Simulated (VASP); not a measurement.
Calculation: PBE GGA, VASP's PBE PAW potentials (set 64) (plane waves; VASP).

Input for VASP

### KPOINTS
```
k-points along high-symmetry lines
15
Line-mode
Reciprocal
  0.000000   0.000000   0.000000 ! GAMMA
  0.000000   0.500000   0.000000 ! X

  0.000000   0.500000   0.000000 ! X
  0.500000   0.500000   0.000000 ! M

  0.500000   0.500000   0.000000 ! M
  0.000000   0.000000   0.000000 ! GAMMA

  0.000000   0.000000   0.000000 ! GAMMA
  0.500000   0.500000   0.500000 ! R

  0.500000   0.500000   0.500000 ! R
  0.000000   0.500000   0.000000 ! X

  0.500000   0.500000   0.500000 ! R
  0.500000   0.500000   0.000000 ! M
```

POSCAR:
```
BeZn3Se4
1
    5.5967725279    -0.0000000000     0.0000000000
    0.0000000000     5.5967725279     0.0000000000
    0.0000000000     0.0000000000     5.5967725279
Zn Se Be
3 4 1
Direct
  0.0000000000   0.0000000000   0.0000000000
  0.5000000000   0.5000000000   0.0000000000
  0.5000000000   0.0000000000   0.5000000000
  0.2352949020   0.2647050980   0.2647050980
  0.7647050980   0.7352949020   0.2647050980
  0.7647050980   0.2647050980   0.7352949020
  0.2352949020   0.7352949020   0.7352949020
  0.0000000000   0.5000000000   0.5000000000
```

INCAR:
```
# general
SYSTEM  = BeZn3Se4
PREC    = Accurate
ENCUT   = 400   # plane-wave cut-off (eV)
LREAL   = .FALSE.   # projection in real space or not
LASPH   = .TRUE.   # aspherical one-centre terms
ICHARG  = 11   # fixed density

# electronic loop
EDIFF   = 1E-6   # SCF stop (eV)
NELM    = 100   # most electronic steps
ALGO    = Normal   # blocked Davidson
LMAXMIX = 4   # l cut-off of mixed one-centre charges

# smearing
ISMEAR  = 0   # Gaussian
SIGMA   = 0.05

# functional
GGA     = PE

# output
LWAVE   = .FALSE.
LCHARG  = .FALSE.
```

POTCAR, in this order: Zn Se Be (PBE.64 set). Program: vasp_std. Read from the step before: CHGCAR.

The run wrote:

OSZICAR:
```
       N       E                     dE             d eps       ncg     rms          rms(c)
DAV:   1     0.405230239401E+03    0.40523E+03   -0.24405E+04  6660   0.152E+03
DAV:   2     0.199986737409E+02   -0.38523E+03   -0.37216E+03  7093   0.357E+02
DAV:   3    -0.243802410628E+02   -0.44379E+02   -0.43616E+02  7776   0.121E+02
DAV:   4    -0.256468232775E+02   -0.12666E+01   -0.12623E+01  7868   0.199E+01
DAV:   5    -0.256613910077E+02   -0.14568E-01   -0.14561E-01  7899   0.185E+00
DAV:   6    -0.256615609320E+02   -0.16992E-03   -0.16991E-03  7954   0.187E-01
DAV:   7    -0.256615633861E+02   -0.24542E-05   -0.24540E-05  8024   0.212E-02
DAV:   8    -0.256615634432E+02   -0.57105E-07   -0.57190E-07  6103   0.281E-03
   1 F= -.25661563E+02 E0= -.25661563E+02  d E =-.111409E-15
```

File OUTCAR:
```
 val. band max:        1.7112549216   @ k =   0.0000   0.0000   0.0000

 cond. band min:       3.4599751945   @ k =   0.0000   0.0000   0.0000



 k-point     1 :       0.0000    0.0000    0.0000
  band No.  band energies     occupation
      1     -11.4598      2.00000
      2     -10.3005      2.00000
      3     -10.3005      2.00000
      4     -10.3005      2.00000
      5      -4.6254      2.00000
      6      -4.6157      2.00000
      7      -4.6157      2.00000
      8      -4.6157      2.00000
      9      -4.5804      2.00000
     10      -4.5804      2.00000
     11      -4.4254      2.00000
     12      -4.4254      2.00000
     13      -4.4254      2.00000
     14      -4.3324      2.00000
     15      -4.3324      2.00000
     16      -4.2930      2.00000
     17      -4.2930      2.00000
     18      -4.2930      2.00000
     19      -4.2777      2.00000
     20      -2.9489      2.00000
     21      -2.9027      2.00000
     22      -2.9027      2.00000
     23      -0.6459      2.00000
     24      -0.6459      2.00000
     25      -0.6459      2.00000
     26      -0.2830      2.00000
     27      -0.2830      2.00000
     28      -0.2830      2.00000
     29       1.7113      2.00000
     30       1.7113      2.00000
     31       1.7113      2.00000
     32       3.4600      0.00000
     33       4.7341      0.00000
     34       4.7341      0.00000
     35       4.7341      0.00000
     36       4.9238      0.00000
     37       4.9238      0.00000

 k-point     2 :       0.0000    0.0357    0.0000
  band No.  band energies     occupation
      1     -11.4568      2.00000
      2     -10.3049      2.00000
      3     -10.3004      2.00000
      4     -10.3004      2.00000
      5      -4.6295      2.00000
      6      -4.6153      2.00000
      7      -4.6153      2.00000
      8      -4.6109      2.00000
      9      -4.5812      2.00000
     10      -4.5793      2.00000
     11      -4.4264      2.00000
     12      -4.4264      2.00000
...
```

The density is held fixed in this step, so its total energy and stress have no physical meaning.

The structure was generated: BeZn3Se4 was put into an ordered model structure (P-43m), which need not be its known phase. It was relaxed first.
